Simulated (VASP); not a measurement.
Method: PBE GGA, VASP's PBE PAW potentials (set 64) (plane waves; VASP).

The input files of a VASP run:

### POSCAR
```
LiTc3
7.517740
  0.5000000000   0.0000000000   0.0000000000
  0.0000000000   0.5000000000   0.0000000000
  0.0000000000   0.0000000000   0.5000000000
Tc Li
3 1
Cartesian
  0.0000000000   0.2500000000   0.2500000000
  0.2500000000   0.2500000000   0.0000000000
  0.2500000000   0.0000000000   0.2500000000
  0.0000000000   0.0000000000   0.0000000000
```

**INCAR**
```
LASPH=T   ! aspherical one-centre terms
GGA=PE   ! PBE
SYSTEM=LiTc3
LCHARG=F
ALGO=Normal
ISIF=2   ! forces and stress, cell fixed
ISMEAR=0
LREAL=F   ! projection in real space or not
PREC=Accurate
NELM=100   ! most electronic steps
EDIFF=1E-6   ! SCF stop (eV)
LWAVE=F
SIGMA=0.1
ENCUT=400   ! plane-wave cut-off (eV)
LMAXMIX=4   ! l cut-off of mixed one-centre charges
```

**KPOINTS**
```
Automatic mesh
0
Gamma
7 7 7
0 0 0
```

POTCAR, in this order: Tc_pv Li_sv (PBE.64 set). Program: vasp_std.

At this cut-off the stress carries a Pulay error, which pulls relaxed volumes low.

Predict the energy per atom (σ→0), pressure, band gap (on the k-mesh).

```yaml
energy per atom (σ→0): -7874 meV/atom
band gap (on the k-mesh): none (metal, semimetal or under 0.01 eV)
pressure: 3.91 GPa
```

OSZICAR:
```
...
DAV:   7    -0.315277017134E+02    0.11337E+00   -0.96724E-01  1343   0.568E+00    0.174E+00
DAV:   8    -0.315078983760E+02    0.19803E-01   -0.62578E-02  1118   0.173E+00    0.618E-01
DAV:   9    -0.315071363223E+02    0.76205E-03   -0.70100E-03  1339   0.532E-01    0.701E-02
DAV:  10    -0.315072123375E+02   -0.76015E-04   -0.28340E-04  1350   0.118E-01    0.238E-02
DAV:  11    -0.315072112469E+02    0.10906E-05   -0.13736E-05  1232   0.276E-02    0.655E-03
DAV:  12    -0.315072079641E+02    0.32827E-05   -0.12846E-06   632   0.112E-02    0.170E-03
DAV:  13    -0.315072077569E+02    0.20728E-06   -0.35117E-07   557   0.445E-03
   1 F= -.31507208E+02 E0= -.31497435E+02  d E =-.195456E-01
```

The structure was generated: LiTc3 was put into an ordered model structure, which need not be its known phase. The cell was not relaxed at this level.
